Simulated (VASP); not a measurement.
Calculation: PBE GGA, VASP's PBE PAW potentials (set 64) (plane waves; VASP 6.6.1).

The input files of a VASP run:

### POSCAR
```
CeO2
1.0
  0.0000000000   2.7318243075   2.7318243075
  2.7318243075   0.0000000000   2.7318243075
  2.7318243075   2.7318243075   0.0000000000
Ce O
1 2
Cart
  0.0000000000   0.0000000000   0.0000000000
  1.3659121538   1.3659121538   1.3659121538
  4.0977364613   4.0977364613   4.0977364613
```

**KPOINTS**
```
Automatic
0
gamma
 7 7 7
```

**INCAR**
```
SYSTEM  =  CeO2
PREC  =  Accurate; ENCUT  =  620; LREAL  =  .FALSE.
LASPH  =  .TRUE.
EDIFF  =  1E-6; NELM  =  100; ALGO  =  Normal
LMAXMIX  =  6
ISMEAR  =  0; SIGMA  =  0.05
GGA  =  PE
IBRION  =  2; NSW  =  40; ISIF  =  3
EDIFFG  =  -0.02
LWAVE  =  .FALSE.; LCHARG  =  .FALSE.
```

POTCAR, in this order: Ce O (PBE.64 set). Program: vasp_std.

**Question.** Predict the energy per atom (σ→0).

**Answer.** 
```json
{
  "energy per atom (σ→0)": "-8.745 eV/atom"
}
```

File OSZICAR:
```
...
DAV:  12    -0.262385356561E+02    0.32087E-01   -0.12463E-01   928   0.319E+00    0.693E-01
DAV:  13    -0.262403241616E+02   -0.17885E-02   -0.12735E-01   992   0.330E+00    0.881E-01
DAV:  14    -0.262370023452E+02    0.33218E-02   -0.77011E-02   952   0.261E+00    0.313E-01
DAV:  15    -0.262363460284E+02    0.65632E-03   -0.94003E-03   984   0.944E-01    0.665E-02
DAV:  16    -0.262363270723E+02    0.18956E-04   -0.73415E-04   896   0.281E-01    0.308E-02
DAV:  17    -0.262363279043E+02   -0.83198E-06   -0.22796E-04  1024   0.149E-01    0.194E-02
DAV:  18    -0.262363269807E+02    0.92360E-06   -0.65077E-06   968   0.187E-02
   1 F= -.26236327E+02 E0= -.26236327E+02  d E =-.262363E+02
```

The compound is CeO2 in the fluorite structure. It was relaxed first. The run is not spin-polarised, so no magnetic state was tried.
